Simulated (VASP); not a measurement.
# What goes wrong when the modes of GaSb are computed with a bad input

Some phonon runs on GaSb get a fault in the input on purpose. Which of them show, and how? The starting structure is a cell with measured lattice constants from the literature and the atomic positions of a computed structure of the Materials Project.

Calculated with VASP 6.6.1; Kohn-Sham DFT with plane waves and PAW; LDA.

### Step 1. The structure

Symmetry: F-43m, No. 216, cubic system. The conventional cell has a = 6.096 Å, b = 6.096 Å, c = 6.096 Å, α = 90.00°, β = 90.00°, γ = 90.00°. Sb has 4 Ga at 2.64 Å nearest. Nearest to Ga lie 4 Sb at 2.64 Å. Farther neighbours are not listed.

### Step 2. Reference modes

The cell comes from a relaxation at this level, not shown (55.45 Å³).

File INCAR:

```
SYSTEM = GaSb
PREC = Accurate
ENCUT = 450
EDIFF = 1E-08
NELM = 100
ISMEAR = 0
SIGMA = 0.03
LREAL = .FALSE.
ALGO = Normal
GGA = CA
NBANDS = 15
LORBIT = 11
LWAVE = .FALSE.
LCHARG = .FALSE.
KPAR = 8
IBRION = 8
LEPSILON = .TRUE.
LPEAD = .TRUE.
ISIF = 2
```

File POSCAR:

```
GaSb
1.0
    0.0000000000      3.0266897495      3.0266897495
    3.0266897495      0.0000000000      3.0266897495
    3.0266897495      3.0266897495      0.0000000000
Sb Ga
1 1
Direct
    0.2500000000      0.2500000000      0.2500000000
    0.0000000000      0.0000000000      0.0000000000
```

File KPOINTS:

```
Automatic mesh
0
Gamma
10 10 10
0 0 0
```

PAW data sets: Sb and Ga_d (LDA family, release 64).

Run with:

```console
> mpirun -np 8 vasp_std
```

What it wrote:

```text
[banner, memory and clock lines left out]
running    8 mpi-ranks, on    1 nodes
 distrk:  each k-point on    1 cores,    8 groups
 distr:  one band on    1 cores,    1 groups

 POSCAR found type information on POSCAR SbGa
 POSCAR found :  2 types and       2 ions
|                                                                             |
|           W    W    AA    RRRRR   N    N  II  N    N   GGGG   !!!           |
|           W    W   A  A   R    R  NN   N  II  NN   N  G    G  !!!           |
|           W    W  A    A  R    R  N N  N  II  N N  N  G       !!!           |
|           W WW W  AAAAAA  RRRRR   N  N N  II  N  N N  G  GGG   !            |
|           WW  WW  A    A  R   R   N   NN  II  N   NN  G    G                |
|           W    W  A    A  R    R  N    N  II  N    N   GGGG   !!!           |
|                                                                             |
|     For optimal performance we recommend to set                             |
|       NCORE = 2 up to number-of-cores-per-socket                            |
|     NCORE specifies how many cores store one orbital (NPAR=cpu/NCORE).      |
|     This setting can greatly improve the performance of VASP for DFT.       |
|     The default, NCORE=1 might be grossly inefficient on modern             |
|     multi-core architectures or massively parallel machines. Do your        |
|     Unfortunately you need to use the default for GW and RPA                |
|     calculations (for HF NCORE is supported but not extensively tested      |
|     yet).                                                                   |
|                                                                             |

 LDA part: xc-table for (Slater(with rela. corr.)+CA(PZ))
 , standard interpolation
 POSCAR, INCAR and KPOINTS ok, starting setup
 FFT: planning ... GRIDC
 FFT: planning ... GRID_SOFT
 FFT: planning ... GRID
 WAVECAR not read
 entering main loop
       N       E                     dE             d eps       ncg     rms          rms(c)
DAV:   1     0.775364864398E+02    0.77536E+02   -0.81430E+03  1434   0.136E+03
DAV:   2    -0.271868617754E+01   -0.80255E+02   -0.77629E+02  1627   0.285E+02
DAV:   3    -0.868984812525E+01   -0.59712E+01   -0.59562E+01  1697   0.659E+01
DAV:   4    -0.879785101800E+01   -0.10800E+00   -0.10799E+00  1785   0.100E+01
DAV:   5    -0.880042560213E+01   -0.25746E-02   -0.25745E-02  1800   0.135E+00    0.343E+00
DAV:   6    -0.870901324046E+01    0.91412E-01   -0.76209E-02  2058   0.449E+00    0.199E+00
DAV:   7    -0.867213150480E+01    0.36882E-01   -0.53650E-02  1599   0.186E+00    0.295E-01
DAV:   8    -0.867187704000E+01    0.25446E-03   -0.48449E-03  1792   0.857E-01    0.101E-01
DAV:   9    -0.867195442161E+01   -0.77382E-04   -0.34518E-04  1654   0.166E-01    0.394E-02
DAV:  10    -0.867194733936E+01    0.70823E-05   -0.17901E-05  1842   0.379E-02    0.135E-02
DAV:  11    -0.867194961381E+01   -0.22745E-05   -0.43283E-06  1608   0.196E-02    0.521E-03
DAV:  12    -0.867194958305E+01    0.30760E-07   -0.22622E-07  1809   0.357E-03    0.115E-03
DAV:  13    -0.867194959301E+01   -0.99617E-08   -0.19719E-08  1647   0.124E-03
   1 F= -.86719496E+01 E0= -.86719481E+01  d E =-.295927E-05
 Linear response reoptimize wavefunctions to high precision
DAV:   1    -0.867194959310E+01   -0.85493E-10   -0.76510E-10  1470   0.372E-04
 Linear response to external field (no local field effect), progress :
  Direction:   1
       N       E                     dE             d eps       ncg     rms          rms(c)
 change of polarisation eV/A/(eV/A) component  1 :     0.000     0.000     0.000
 dielectric tensor                  component  1 :     1.000     0.000     0.000
 Linear response to external field (no local field effect), progress :
  Direction:   2
       N       E                     dE             d eps       ncg     rms          rms(c)
 change of polarisation eV/A/(eV/A) component  2 :     0.000     0.000     0.000
 dielectric tensor                  component  2 :     0.000     1.000     0.000
 Linear response to external field (no local field effect), progress :
  Direction:   3
       N       E                     dE             d eps       ncg     rms          rms(c)
 change of polarisation eV/A/(eV/A) component  3 :     0.000     0.000     0.000
 dielectric tensor                  component  3 :     0.000     0.000     1.000
 Linear response to external field, progress :
  Direction:   1
       N       E                     dE             d eps       ncg     rms          rms(c)
 change of polarisation eV/A/(eV/A) component  1 :     0.000     0.000     0.000
 dielectric tensor                  component  1 :     1.000     0.000     0.000
 Linear response to external field, progress :
  Direction:   2
       N       E                     dE             d eps       ncg     rms          rms(c)
 change of polarisation eV/A/(eV/A) component  2 :     0.000     0.000     0.000
 dielectric tensor                  component  2 :     0.000     1.000     0.000
 Linear response to external field, progress :
  Direction:   3
       N       E                     dE             d eps       ncg     rms          rms(c)
 change of polarisation eV/A/(eV/A) component  3 :     0.000     0.000     0.000
 dielectric tensor                  component  3 :     0.000     0.000     1.000
 Linear response DOF=           2
 Linear response progress:
  Degree of freedom:   1/  2
       N       E                     dE             d eps       ncg     rms          rms(c)
RMM:   1    -0.293604599482E-01   -0.29360E-01    0.94960E-04 10141   0.141E+00
RMM:   2    -0.265217681233E-01    0.28387E-02   -0.36699E-03  9396   0.395E-01    0.683E-02
RMM:   3    -0.264539331672E-01    0.67835E-04   -0.18004E-04 10341   0.105E-01    0.365E-02
RMM:   4    -0.264720359585E-01   -0.18103E-04   -0.12380E-05 10406   0.449E-02    0.458E-03
RMM:   5    -0.264801576633E-01   -0.81217E-05   -0.98017E-07 10833   0.157E-02    0.293E-03
RMM:   6    -0.264737540666E-01    0.64036E-05   -0.20433E-06 10410   0.493E-03    0.710E-04
RMM:   7    -0.264728070840E-01    0.94698E-06   -0.21761E-07 10656   0.147E-03    0.320E-04
RMM:   8    -0.264723187058E-01    0.48838E-06   -0.18648E-08 10280   0.525E-04    0.836E-05
RMM:   9    -0.264722855300E-01    0.33176E-07    0.28730E-09 10737   0.193E-04    0.285E-05
RMM:  10    -0.264723090877E-01   -0.23558E-07   -0.11141E-08 10203   0.728E-05    0.507E-06
RMM:  11    -0.264723099297E-01   -0.84199E-09   -0.11381E-09 10512   0.271E-05    0.361E-06
 first order change of Fermi-energy   0.20493E-03
 force on displaced ion       1 direction 1 :  -8.416   0.000   0.000
 Born effective charge ion    1 direction 1 :   5.804   0.000   0.000
 Linear response progress:
  Degree of freedom:   2/  2
       N       E                     dE             d eps       ncg     rms          rms(c)
RMM:   1    -0.168313856886E+00   -0.16831E+00    0.94783E-02  6374   0.849E+00
RMM:   2    -0.166868916632E+00    0.14449E-02   -0.28065E-02  9543   0.134E+00    0.399E-02
RMM:   3    -0.166910557582E+00   -0.41641E-04   -0.34116E-03  9804   0.426E-01    0.266E-02
RMM:   4    -0.166870991379E+00    0.39566E-04   -0.18277E-03 10805   0.204E-01    0.140E-02
RMM:   5    -0.166864854300E+00    0.61371E-05   -0.13379E-04 10519   0.514E-02    0.473E-03
RMM:   6    -0.166859005418E+00    0.58489E-05    0.23791E-05 10618   0.216E-02    0.578E-04
RMM:   7    -0.166856688003E+00    0.23174E-05   -0.16657E-05 10453   0.949E-03    0.605E-04
RMM:   8    -0.166857369057E+00   -0.68105E-06    0.40143E-06 10452   0.426E-03    0.203E-04
RMM:   9    -0.166858543138E+00   -0.11741E-05    0.47975E-06 10431   0.205E-03    0.855E-05
RMM:  10    -0.166859558662E+00   -0.10155E-05   -0.12779E-07 10613   0.100E-03    0.403E-05
RMM:  11    -0.166859684507E+00   -0.12585E-06    0.47779E-07 10693   0.493E-04    0.187E-05
RMM:  12    -0.166859870364E+00   -0.18586E-06    0.15636E-07 10475   0.262E-04    0.375E-06
RMM:  13    -0.166859823691E+00    0.46673E-07    0.32219E-07 10758   0.140E-04    0.235E-06
RMM:  14    -0.166859906520E+00   -0.82829E-07    0.52249E-08 10721   0.801E-05    0.194E-06
RMM:  15    -0.166859906793E+00   -0.27302E-09    0.11313E-08 10324   0.502E-05    0.339E-07
 first order change of Fermi-energy   0.39787E-04
 force on displaced ion       2 direction 1 :  -8.370   0.000   0.000
 Born effective charge ion    2 direction 1 :   4.619   0.000   0.000
 Born effective charges drift removed
 Linear response finished
```

Wall time 72 s (8 MPI ranks of AMD EPYC 7R43, shared host); peak memory 3.7 GiB; 7.6 min of CPU time.

Lines that name or quote the potential files are left out of all logs, and their timing lines are given in words.

From OUTCAR (step 2):

```text
ion  position               nearest neighbor table
   1  0.250  0.250  0.250-   2 2.62   2 2.62   2 2.62   2 2.62
   2  0.000  0.000  0.000-   1 2.62   1 2.62   1 2.62   1 2.62

  LATTYP: Found a face centered cubic cell.
 ALAT       =     6.0533794990

 Subroutine GETGRP returns: Found 24 space group operations
 (whereof 24 operations were pure point group operations)

The static configuration has the point symmetry T_d .

 Found     47 irreducible k-points:

   k-points           NKPTS =     47   k-points in BZ     NKDIM =     47   number of bands    NBANDS=     15

   dimension x,y,z NGX =    30 NGY =   30 NGZ =   30
   dimension x,y,z NGXF=    60 NGYF=   60 NGZF=   60

   ENCUT  =  450.0 eV  33.07 Ry    5.75 a.u.   7.40  7.40  7.40*2*pi/ulx,y,z

   NELECT =      18.0000    total number of electrons

 k-points in reciprocal lattice and weights: Automatic mesh
   0.00000000  0.00000000  0.00000000       0.001
   0.10000000  0.00000000  0.00000000       0.008
   0.20000000  0.00000000  0.00000000       0.008
   0.30000000  0.00000000  0.00000000       0.008
   0.40000000  0.00000000  0.00000000       0.008
   0.50000000  0.00000000  0.00000000       0.004
   0.10000000  0.10000000  0.00000000       0.006
   0.20000000  0.10000000  0.00000000       0.024
   0.30000000  0.10000000  0.00000000       0.024
[...]
-0.30000000  0.40000000  0.20000000       0.024
  -0.30000000  0.50000000  0.20000000       0.012

 average (electrostatic) potential at core
       1 -88.3604       2 -66.6018

  Total        0.0001797      0.0001797      0.0001797      0.0000000      0.0000000      0.0000000
  in kB        0.0051926      0.0051926      0.0051926      0.0000000      0.0000000      0.0000000
  external PRESSURE =       0.0051926 kB  Pullay stress =       0.0000000 kB

  energy-cutoff  :      450.00
  volume of cell :       55.45
      direct lattice vectors                 reciprocal lattice vectors
     0.000000000  3.026689750  3.026689750    -0.165196978  0.165196978  0.165196978
     3.026689750  0.000000000  3.026689750     0.165196978 -0.165196978  0.165196978
     3.026689750  3.026689750  0.000000000     0.165196978  0.165196978 -0.165196978

 POSITION                                       TOTAL-FORCE (eV/Angst)
 -----------------------------------------------------------------------------------
      1.51334      1.51334      1.51334         0.000000      0.000000      0.000000
      0.00000      0.00000      0.00000        -0.000000     -0.000000     -0.000000
 -----------------------------------------------------------------------------------
    total drift:                               -0.000000     -0.000000      0.000000

 MACROSCOPIC STATIC DIELECTRIC TENSOR (including local field effects in DFT)
 ------------------------------------------------------
           1.000000     0.000000     0.000000
           0.000000     1.000000     0.000000
           0.000000     0.000000     1.000000
 ------------------------------------------------------

 PIEZOELECTRIC TENSOR (including local field effects)  for field in x, y, z        (C/m^2)
          XX          YY          ZZ          XY          YZ          ZX
  --------------------------------------------------------------------------------
  x     0.00000     0.00000     0.00000     0.00000     0.00000     0.00000
  y     0.00000     0.00000     0.00000     0.00000     0.00000     0.00000
  z     0.00000     0.00000     0.00000     0.00000     0.00000     0.00000

 BORN EFFECTIVE CHARGES (including local field effects) (in |e|, cummulative output)
 ---------------------------------------------------------------------------------
 ion    1
    1     0.59286     0.00000     0.00000
    2     0.00000     0.59286     0.00000
    3     0.00000     0.00000     0.59286
 ion    2
    1    -0.59286     0.00000     0.00000
    2     0.00000    -0.59286     0.00000
    3     0.00000     0.00000    -0.59286

 Eigenvectors and eigenvalues of the dynamical matrix
 ----------------------------------------------------

   1 f  =    6.799429 THz    42.722075 2PiTHz  226.804553 cm-1    28.120168 meV
             X         Y         Z           dx          dy          dz
      1.513345  1.513345  1.513345     0.000000    0.604501    0.000000
      0.000000  0.000000  0.000000     0.000000   -0.796604    0.000000

   2 f  =    6.799429 THz    42.722075 2PiTHz  226.804553 cm-1    28.120168 meV
             X         Y         Z           dx          dy          dz
      1.513345  1.513345  1.513345    -0.604501    0.000000    0.000000
      0.000000  0.000000  0.000000     0.796604    0.000000    0.000000

   3 f  =    6.799429 THz    42.722075 2PiTHz  226.804553 cm-1    28.120168 meV
             X         Y         Z           dx          dy          dz
      1.513345  1.513345  1.513345     0.000000    0.000000   -0.604501
      0.000000  0.000000  0.000000     0.000000    0.000000    0.796604

   4 f/i=    0.009051 THz     0.056868 2PiTHz    0.301902 cm-1     0.037431 meV
             X         Y         Z           dx          dy          dz
      1.513345  1.513345  1.513345     0.796604    0.000000    0.000000
      0.000000  0.000000  0.000000     0.604501    0.000000    0.000000

   5 f/i=    0.009051 THz     0.056868 2PiTHz    0.301902 cm-1     0.037431 meV
             X         Y         Z           dx          dy          dz
      1.513345  1.513345  1.513345     0.000000   -0.796604    0.000000
      0.000000  0.000000  0.000000     0.000000   -0.604501    0.000000

   6 f/i=    0.009051 THz     0.056868 2PiTHz    0.301902 cm-1     0.037431 meV
             X         Y         Z           dx          dy          dz
      1.513345  1.513345  1.513345     0.000000    0.000000    0.796604
      0.000000  0.000000  0.000000     0.000000    0.000000    0.604501

 MACROSCOPIC STATIC DIELECTRIC TENSOR IONIC CONTRIBUTION
 ------------------------------------------------------
           0.136658     0.000000     0.000000
           0.000000     0.136658    -0.000000
           0.000000    -0.000000     0.136658
 ------------------------------------------------------

 ELASTIC MODULI CONTR FROM IONIC RELAXATION (kBar)
 Direction    XX          YY          ZZ          XY          YZ          ZX
 --------------------------------------------------------------------------------
 XX          -0.0000     -0.0000      0.0000     -0.0000      0.0000     -0.0000
 YY          -0.0000     -0.0000     -0.0000     -0.0000     -0.0000     -0.0000
 ZZ           0.0000     -0.0000     -0.0000      0.0000     -0.0000     -0.0000
 XY          -0.0000     -0.0000      0.0000   -173.1727     -0.0000      0.0000
 YZ           0.0000     -0.0000     -0.0000     -0.0000   -173.1727     -0.0000
 ZX          -0.0000     -0.0000     -0.0000      0.0000     -0.0000   -173.1727
 --------------------------------------------------------------------------------

 PIEZOELECTRIC TENSOR IONIC CONTR  for field in x, y, z        (C/m^2)
          XX          YY          ZZ          XY          YZ          ZX
  --------------------------------------------------------------------------------
  x     0.00000    -0.00000    -0.00000    -0.00000    -0.14475    -0.00000
  y    -0.00000    -0.00000    -0.00000     0.00000    -0.00000    -0.14475
  z    -0.00000    -0.00000     0.00000    -0.14475    -0.00000     0.00000
```

The dielectric tensor of 1.00 in OUTCAR stands for a response that wasn't computed and is no result.

Energies printed during the response cycles are not total energies of the cell.

Reference: the zone-centre mode is T2 226.8 cm⁻¹.

### Step 3. Modes with finite displacements, else as the reference

Against step 2 the input has IBRION = 6, NFREE = 2, POTIM = 0.015, no LEPSILON and no LPEAD (also changed: NSW).

Edit INCAR of step 2 so:

```diff
@@ -15,5 +15,6 @@
 KPAR = 8
-IBRION = 8
-LEPSILON = .TRUE.
-LPEAD = .TRUE.
+IBRION = 6
+NFREE = 2
+POTIM = 0.015
+NSW = 1
 ISIF = 2
```

POSCAR is that of step 2.

KPOINTS is that of step 2.

Run with:

```console
> mpirun -np 8 vasp_std
```

What it wrote:

```text
[banner, memory and clock lines left out]
running    8 mpi-ranks, on    1 nodes
[...]
[... a notice as in an earlier step ...]

 LDA part: xc-table for (Slater(with rela. corr.)+CA(PZ))
 , standard interpolation
 POSCAR, INCAR and KPOINTS ok, starting setup
[...]
entering main loop
       N       E                     dE             d eps       ncg     rms          rms(c)
[... 13 cycles as in an earlier step ...]
   1 F= -.86719496E+01 E0= -.86719481E+01  d E =-.295927E-05
[... from here on, the cycles between the ionic steps are left out ...]
   2 F= -.86710040E+01 E0= -.86709972E+01  d E =-.135851E-04
   3 F= -.86710040E+01 E0= -.86709972E+01  d E =-.135800E-04
   4 F= -.86710109E+01 E0= -.86710041E+01  d E =-.135817E-04
   5 F= -.86710109E+01 E0= -.86710041E+01  d E =-.135739E-04
 Finite differences progress:
  Degree of freedom:   2/  2
  Displacement:        2/  2
  Total:               4/  4
```

It took 34 s on 8 MPI ranks; peak memory 2.4 GiB; 4.3 min of CPU time.

OUTCAR, selected parts (step 3):

```text
  Total        0.0022957      0.0041867      0.0041867      0.0000000     -0.1129723      0.0000000
  in kB        0.0663271      0.1209618      0.1209618      0.0000000     -3.2639915      0.0000000
  external PRESSURE =       0.1027503 kB  Pullay stress =       0.0000000 kB

 POSITION                                       TOTAL-FORCE (eV/Angst)
 -----------------------------------------------------------------------------------
      1.51334      1.51334      1.51334        -0.125605      0.000000      0.000000
     -0.01500      0.00000      0.00000         0.125605     -0.000000     -0.000000
 -----------------------------------------------------------------------------------
    total drift:                               -0.000782     -0.000000     -0.000000

  FREE ENERGIE OF THE ION-ELECTRON SYSTEM (eV)
  ---------------------------------------------------
  free  energy   TOTEN  =        -8.6710109074 eV

  energy  without entropy=       -8.6709973335  energy(sigma->0) =       -8.67100412

[... 2 parts as in an earlier step ...]

[... 1 further part left out ...]
[key lines of the parts left out:]
E-fermi :   5.0874
```

The last energy, forces and stress in OUTCAR belong to the last displaced cell, not to that of POSCAR.

With finite displacements, else as the reference the mode is T2 226.8 cm⁻¹, as with the reference.

[end of part 1 of 2]

[Lines on the potential files, build, host, timing and source positions are cut from VASP's logs without a mark.]

[Logs are printed without paths, hosts, clocks, repeated set-up lines and the standing remarks that a program may print on its own settings, such as how far it seeks lower states.]

[Hosts, paths, dates, database ids (printed as entryN), source tags and the programs' standing remarks are cut or masked in the printed files.]
